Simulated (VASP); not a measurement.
# TiO2 (space group Pnma): computed properties

All values below come from r2SCAN meta-GGA, VASP's PBE PAW potentials (set 64) (plane waves; VASP).

```
Quantity                                                                                             Result
---------------------------------------------  ------------------------------------------------------------
space group                                                                                       Pnma (62)
cell                                           a = 9.4636 Å, b = 2.9676 Å, c = 4.8778 Å, α = β = γ = 90.00°
volume per atom                                                                               11.42 Å³/atom
band gap (over mesh and band path)                                                                  2.91 eV
smallest direct gap (over mesh and band path)                                                       3.01 eV
band-edge character                                                              indirect, Γ to Y-Γ at 0.50
density                                                                                          3.87 g/cm³
```

```yaml
crystal:
  lattice:
    - [9.46363, 0.00000, 0.00000]
    - [0.00000, 2.96757, 0.00000]
    - [0.00000, 0.00000, 4.87780]
  atoms:
    - { symbol: Ti, position: [0.63673, 0.25000, 0.57159] }
    - { symbol: Ti, position: [0.36327, 0.75000, 0.42841] }
    - { symbol: Ti, position: [0.86327, 0.75000, 0.07159] }
    - { symbol: Ti, position: [0.13673, 0.25000, 0.92841] }
    - { symbol: O, position: [0.47093, 0.25000, 0.29458] }
    - { symbol: O, position: [0.52907, 0.75000, 0.70542] }
    - { symbol: O, position: [0.02907, 0.75000, 0.79458] }
    - { symbol: O, position: [0.97093, 0.25000, 0.20542] }
    - { symbol: O, position: [0.26774, 0.25000, 0.63643] }
    - { symbol: O, position: [0.73226, 0.75000, 0.36357] }
    - { symbol: O, position: [0.23226, 0.75000, 0.13643] }
    - { symbol: O, position: [0.76774, 0.25000, 0.86357] }
```

The path is coarsely sampled, so an indirect gap can come out somewhat too large.

The structure comes from a computed database's TiO2 entry (Pnma); how it stands against other phases isn't given here. It was relaxed first. Symmetry was kept, so distortions that lower it aren't found.
